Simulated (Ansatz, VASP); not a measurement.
# W2N in two plane-wave programs, part 2 of 2

Wanted: the spread between two codes on one cell, functional and k mesh. The cell is taken from a series of runs on this material, whose earlier steps may have relaxed, scaled, displaced or heated it; both programs get it as it stands.

VASP 6.6.1 and Ansatz 0.2.0.

So far: Starting point; VASP: zone-centre phonons, PBE.

## 3. Ansatz: zone-centre phonons, PBE

Level of this step: Ansatz beside VASP: Kohn-Sham DFT, plane waves, PBE (Ansatz).

Ansatz runs on its PAW soft_1 files.

The same cell, functional, mesh and smearing now go to Ansatz, which takes its cutoff from its data sets.

Contents of input.yaml:

```yaml
crystal:
  lattice:
    - [2.9186573053, 0.0, 0.0]
    - [-1.4593286527, 2.4072679729, 0.0]
    - [0.0, 0.0, 29.6237063742]
  atoms:
    - { symbol: "N", position: [0.0, 0.0, 0.3375674831] }
    - { symbol: W, position: [0.3409123853, 0.6818247706, 0.3846522305] }
    - { symbol: W, position: [0.6590876147, 0.3181752294, 0.2904827357] }
  periodic: [true, true, false]
kpoints:
  mp_grid: { grid: [18, 18, 1] }
hamiltonian:
  xc: pbe
  pseudopotentials: { kind: paw, azcp: { folder: soft_1 } }
scf:
  occupations: { method: methfessel_paxton, width: 0.2 }
output:
  eigenvalues: true
phonons:
  method: dfpt
```

Run with:

```bash
> ansatz run input.yaml --threads 4 --pin off --max-ram 16384MiB --backend cpu --events-out ev --progress --plain --runs-dir out
```

Numbers of over 12 decimals in the logs are rounded to 6 here.

The log of the run:

```text
Warning: crystal.symmetry: narrowed to the stabiliser of the run's FFT grids — unitary ops 4 → 2. A phonons.method: dfpt run fills in the rows of the dynamical matrix that it does not solve by its symmetry operations, which is exact only for operations that map its FFT grids onto themselves: filled in by any other, the frequencies could depend on the order in which like atoms are typed, or, by more than the grids' own error, on where the crystal sits among the grids' points. Excluded: 2 operations. The run can therefore solve more perturbations, solve them on more k-points, or both, and cost more. [rest of the remark cut]
Engine: ansatz 0.2.0, aarch64-unknown-linux-gnu
Pseudopotentials: kind: paw
Pseudopotential: N, paw, valence charge 5, recommended cutoff 420 eV (normal), soft_1/N.paw.azcp
Pseudopotential: W, paw, valence charge 14, recommended cutoff 420 eV (normal), soft_1/W.paw.azcp
Functional definition: PBE
  parameter kappa = 0.804
  parameter beta = 0.066725
  exchange = pbe_x(kappa = kappa, mu = beta*pi^2/3)
  correlation = pbe_c(beta = beta)
Crystal: 3 atoms, lattice volume = 208.136 Å³
Basis set: ecut = 420 eV, 4083 PW (Γ), exchange–correlation on 40×40×400 points (8 copies of the dense FFT grid, shifted against one another)
Bands: 21, of which v1, the nominal top of the filled ones, is band 17 counted from 1 (16 counted from 0)
Symmetry: 4 space group operations
k-points: 91 of 324 (irreducible under 2 space group operations, time reversal used)
Non-local potential: N, projectors of the file, l = 0: 2, l = 1: 2, l = 2: 1
Non-local potential: W, projectors of the file, l = 0: 3, l = 1: 2, l = 2: 2, l = 3: 1
PAW form: soft (Blöchl's): semilocal exchange-correlation on the pseudo side does not see the compensation charge
PAW one-centre angular grid: N, 110 points (default); XC on 64 Gauss nodes
PAW one-centre angular grid: W, 590 points (default); XC on 64 Gauss nodes
Initial density: superposition of atomic densities (neutral atoms: chi_scale 0, normalization atom)
Initial wavefunctions: pseudopotential atomic-orbital guess
Functional: x = pbe(κ = 0.804, μ = 0.219515), c = pbe(β = 0.066725)
SCF iter   1: F=—  HF=-21154.757282 eV  |F-HF|=—  |Δ(HF+E_count)|=         —  Δρ=5.34e-2  dr2=8.13e0  ethr=3.10e-3  ⟨swp⟩=11.5  Hψ=15546  notcnv=0
preconditioner: auto → LDOS  [metal: Δε(μ)=0.021 eV  Ē_g=8.223 eV  σ=0.200 eV  W_gap=0.09  n_scr=18 (ndim 8)  ℏωp=10.6 eV  f_vac=0.740  D(μ)=1.83/eV (n_scr^D=10)  β→1.0]
SCF iter   2: F=—  HF=-21153.351372 eV  |F-HF|=—  |Δ(HF+E_count)|=    1.41e0  S|Δr|=    0.00e0  Δρ=3.49e-2  dr2=2.42e0  ethr=3.10e-3  ⟨swp⟩=11.6  Hψ=24409  notcnv=0
automatic band count: the SCF goes on with 25 bands, as 21 were too few: they end inside the smearing window of the response
SCF iter   3: F=—  HF=-21152.858014 eV  |F-HF|=—  |Δ(HF+E_count)|=   4.93e-1  S|Δr|=    0.00e0  Δρ=4.15e-3  dr2=4.14e-2  ethr=3.10e-3  ⟨swp⟩=3.3  Hψ=5673  notcnv=0  defer=164
SCF iter   4: F=—  HF=-21152.863542 eV  |F-HF|=—  |Δ(HF+E_count)|=   5.53e-3  S|Δr|=    0.00e0  Δρ=1.41e-3  dr2=3.15e-3  ethr=1.25e-4  ⟨swp⟩=3.4  Hψ=4410  notcnv=0  defer=164
SCF iter   5: F=—  HF=-21152.862490 eV  |F-HF|=—  |Δ(HF+E_count)|=   1.05e-3  S|Δr|=    0.00e0  Δρ=3.93e-4  dr2=1.94e-4  ethr=9.53e-6  ⟨swp⟩=4.2  Hψ=5226  notcnv=0  defer=164
SCF iter   6: F=—  HF=-21152.862597 eV  |F-HF|=—  |Δ(HF+E_count)|=   1.07e-4  S|Δr|=    0.00e0  Δρ=1.73e-4  dr2=1.16e-4  ethr=5.89e-7  ⟨swp⟩=4.0  Hψ=5205  notcnv=0  defer=164
SCF iter   7: F=—  HF=-21152.862579 eV  |F-HF|=—  |Δ(HF+E_count)|=   1.86e-5  S|Δr|=    0.00e0  Δρ=4.89e-5  dr2=4.94e-6  ethr=3.51e-7  ⟨swp⟩=3.5  Hψ=4176  notcnv=0  defer=164
SCF iter   8: F=—  HF=-21152.862578 eV  |F-HF|=—  |Δ(HF+E_count)|=   7.26e-7  S|Δr|=    0.00e0  Δρ=1.25e-5  dr2=3.61e-7  ethr=1.50e-8  ⟨swp⟩=3.4  Hψ=4489  notcnv=0  defer=164
SCF iter   9: F=—  HF=-21152.862560 eV  |F-HF|=—  |Δ(HF+E_count)|=   1.76e-5  S|Δr|=    0.00e0  Δρ=4.69e-6  dr2=3.41e-8  ethr=1.09e-9  ⟨swp⟩=3.9  Hψ=4404  notcnv=0  defer=164
SCF iter  10: F=—  HF=-21152.862560 eV  |F-HF|=—  |Δ(HF+E_count)|=   6.98e-9  S|Δr|=    0.00e0  Δρ=6.54e-7  dr2=6.80e-10  ethr=1.03e-10  ⟨swp⟩=3.7  Hψ=4741  notcnv=0  defer=164
SCF iter  11: F=—  HF=-21152.862560 eV  |F-HF|=—  |Δ(HF+E_count)|=   8.03e-9  S|Δr|=    0.00e0  Δρ=1.09e-7  dr2=2.09e-11  ethr=2.06e-12  ⟨swp⟩=4.8  Hψ=5622  notcnv=0  defer=164
SCF iter  12: F=-21152.862560 eV  HF=-21152.862560 eV  |F-HF|=7.28e-12  |Δ(HF+E_count)|=  3.78e-10  S|Δr|=    0.00e0  Δρ=2.16e-8  dr2=6.62e-13  ethr=1.00e-12  ⟨swp⟩=26.1  Hψ=20680  notcnv=0
SCF 1 converged in 12 iterations: F = -21152.862560 eV  dr2 = 6.62e-13
  greatest PAW one-centre occupation: 0.999 electrons in one spin orbital (limit 2), on the W atom at site 2 (counted from 0), in its partial waves of l = 0
DFPT response loops at Γ: preconditioner auto → none (partly filled bands, converged f_vac=0.747); β = 0.50; Broyden in place of MSR1
SCF converged after 12 iterations
Stability not checked: this state was not tested for a lower state beside it, because cold or Methfessel-Paxton smearing, or corrected tetrahedra, fill the levels in a way that the test cannot read (fill_not_monotonic; see scf.lower_state_search)
Free energy (F): -21152.862560 eV
Harris-Foulkes:  -21152.862560 eV  (|F-HF|=7.28e-12)
Internal energy: -21152.862205 eV  (E = F + TS)
E sigma→0 (E₀):  -21152.862471 eV
Entropy (-TS):   -0.000355 eV (-0.118 meV/atom)
Fermi energy:    -5.190269 eV
--- Per-component energies (eV) ---
  E_band       = -1033.435585
  E_kinetic    = 966.921482
  E_local      = -83097.739693  (includes V_loc(G=0)·N_el)
  E_nonlocal   = -15.324336
  E_hartree    = 40994.635817
  E_xc         = -590.741369
  E_vxc        = -532.677232  (∫ρ·V_xc dr)
  E_paw        = -17283.049915  (= ΣΔE_a)
  E_vpaw       = -343.888543  (= ΣTr[D̂ρ^β])
  E_aug_tail   = 0.001118  (compensation charges beyond the density's cutoff)
  E_ewald      = 37872.434691
  E_smearing   = -0.000355  (= −TS)
  E_closure    = 0.000000  (closes the sum)
  Σ components = -21152.862560   (vs F -21152.862560, Δ=0.00e0)
--- Band table (eV; the first three rows and the last of 91) ---
  k-point 0: bands = [... 13 lower, -6.8429, -6.7639, -6.5044, -5.8755, -5.7823, -5.0189, -4.1688, -4.0621, ... 4 higher]
  k-point 1: bands = [... 13 lower, -6.7237, -6.6972, -6.6511, -6.3098, -5.4692, -5.0694, -4.2464, -4.0651, ... 4 higher]
  k-point 2: bands = [... 13 lower, -7.2169, -6.7212, -6.3706, -6.3304, -5.3397, -5.0989, -4.4935, -3.8765, ... 4 higher]
  k-point 90: bands = [... 13 lower, -7.0890, -7.0675, -6.5100, -4.9636, -4.0803, -3.4700, -2.6335, -2.0137, ... 4 higher]
  ° read free of the cell's end (the report's vacuum.weakly_bound_levels)
--- Phonons (Γ-DFPT): 9 representative perturbations + reference, on 91 of 324 k-points (Σ response iterations 46) ---
  ASR residual: 8.976e-5 → 0.000e0 eV/Å²; symmetrization residual: 8.202e-6 eV/Å²
  The last average, over the group as it would stand without the narrowing to the FFT grids, took up to 2.250e-6 eV/Å² of the zone centre's force constants
  ASR residual per site (eV/Å²): 2.03e-5 8.98e-5 8.97e-5
  Γ frequencies (cm⁻¹): 0.00 0.00 0.00 71.50 80.32 139.10 210.19 257.30 602.23
  non-analytic LO–TO correction: not included (Born effective charges unavailable; polar crystals: no LO–TO splitting at Γ)
```

Reading the cycles: dr2 is the Hartree energy of the density residual (eV), the measure of convergence; HF is the Harris–Foulkes estimate of the energy, which meets the free energy F at convergence.

## 4. Side by side

Known differences besides the potentials themselves: Ansatz cuts the interaction across the vacuum, VASP repeats the sheet without a dipole correction; the data sets hold 33 valence electrons in Ansatz (on its PAW soft_1 files) and 17 in VASP; the cutoff is 420 eV in Ansatz and 600 eV in VASP. Total energies have different zeros and are not compared.

Both answers:

```tsv
quantity	Ansatz	VASP	difference
optical mode 1 (cm⁻¹)	71.5	73.8	-3.07 %
optical mode 2 (cm⁻¹)	80.3	82.3	-2.37 %
optical mode 3 (cm⁻¹)	139.1	140.6	-1.04 %
optical mode 4 (cm⁻¹)	210.2	227.9	-7.78 %
optical mode 5 (cm⁻¹)	257.3	269.8	-4.63 %
optical mode 6 (cm⁻¹)	602.2	615.6	-2.17 %
```

Modes are paired by rising frequency, not by their patterns, so a pair may set unlike modes beside each other; they are those without the splitting of longitudinal modes. Where the cell holds vacuum, a pressure given here is an average over it and none of the material.

## 5. Further runs

Further runs change the set-up of one program: Ansatz's method, potentials or start, or VASP's data sets, cutoff or form of LDA. The table gives Ansatz less VASP for each quantity, since a change that brings one quantity closer may part another.

```tsv
run	optical mode 1 (%)	optical mode 2 (%)	optical mode 3 (%)	optical mode 4 (%)	optical mode 5 (%)	optical mode 6 (%)
as above	-3.1	-2.4	-1.0	-7.8	-4.6	-2.2
VASP with the data sets N and W_sv	-1.3	-1.5	-0.83	-4.7	-2.7	-0.88
```

## 6. Results

```
r.m.s. difference of the optical zone-centre modes, each program's sorted by frequency (zone-centre phonons, PBE) : 10 cm⁻¹
difference in optical mode 4 (zone-centre phonons, PBE)                                                           : -7.8 %
```

What this shows: The r.m.s. difference of the optical zone-centre modes, each program's sorted by frequency is 10 cm⁻¹ (zone-centre phonons, PBE). The data sets hold unlike numbers of valence electrons (33 in Ansatz and 17 in VASP), so part of the differences may come from the potentials. Among the rows given in per cent, the largest difference of the zone-centre phonons, PBE pair is in optical mode 4, -7.8 %. Zone-centre phonons, PBE, VASP with the data sets N and W_sv: the difference in optical mode 1 goes from -3.1 to -1.3 %; the difference in optical mode 2 goes from -2.4 to -1.5 %; the difference in optical mode 4 goes from -7.8 to -4.7 %; the difference in optical mode 5 goes from -4.6 to -2.7 %; the difference in optical mode 6 goes from -2.2 to -0.88 %. Such differences can come from data sets, numerical settings and the points named under the comparisons, not from the functional's error against experiment.

[Lines on the potential files, build, host, timing and source positions are cut from VASP's logs without a mark.]

[Logs are printed without paths, hosts, clocks, repeated set-up lines and the standing remarks that a program may print on its own settings, such as how far it seeks lower states.]

[Hosts, paths, dates, database ids (printed as entryN), source tags and the programs' standing remarks are cut or masked in the printed files.]
